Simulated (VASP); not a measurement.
Input for VASP

INCAR:
```
# general
SYSTEM  = PbSe
PREC    = Accurate
ENCUT   = 400
LREAL   = .FALSE.
LASPH   = .TRUE.

# electronic loop
EDIFF   = 1E-7
NELM    = 100
ALGO    = Normal
LMAXMIX = 4

# smearing
ISMEAR  = -5

# functional
GGA     = PE

# ions
ISIF    = 2

# output
LWAVE   = .FALSE.
LCHARG  = .TRUE.
LORBIT  = 11
NEDOS   = 601
```

POSCAR:
```
PbSe
3.7860210
  0.9999999298   0.0000000000   0.0000000000
  0.0000000000   0.9999999298   0.0000000000
  0.0000000000   0.0000000000   0.9999999298
Pb Se
1 1
direct
  0.0000000000   0.0000000000   0.0000000000
  0.5000000000   0.5000000000   0.5000000000
```

**KPOINTS**
```
Automatic mesh
0
Gamma
11 11 11
0 0 0
```

POTCAR, in this order: Pb_d Se (PBE.64 set). Program: vasp_std.

**Question.** Write an equivalent input for Quantum ESPRESSO's pw.x.

**Answer.** One equivalent input (not run):
```
&CONTROL
  calculation = 'scf'
  pseudo_dir = './pseudo'
  outdir = './out'
  tprnfor = .true.
  tstress = .true.
/
&SYSTEM
  ibrav = 0
  nat = 2
  ntyp = 2
  ecutwfc = 86
  occupations = 'tetrahedra'
  input_dft = 'pbe'
/
&ELECTRONS
  conv_thr = 7.3e-09
  electron_maxstep = 100
/
ATOMIC_SPECIES
  Pb 207.200 Pb.upf
  Se 78.971 Se.upf
CELL_PARAMETERS angstrom
     3.7860207   -0.0000000    0.0000000
    -0.0000000    3.7860207    0.0000000
    -0.0000000   -0.0000000    3.7860207
ATOMIC_POSITIONS crystal
  Pb   0.0000000  0.0000000  0.0000000
  Se   0.5000000  0.5000000  0.5000000
K_POINTS automatic
  11 11 11 0 0 0
```
What does not carry over: the potentials are each code's own (VASP's PAW set, PseudoDojo norm-conserving files in pw.x), so ENCUT and ecutwfc are chosen apart and not converted; conv_thr bounds pw.x's estimated SCF error, while EDIFF bounds the energy change between steps.

The structure was generated: PbSe was put into the CsCl type type (Pm-3m), which need not be its known phase. It was relaxed first, which changed the volume by +31 %.
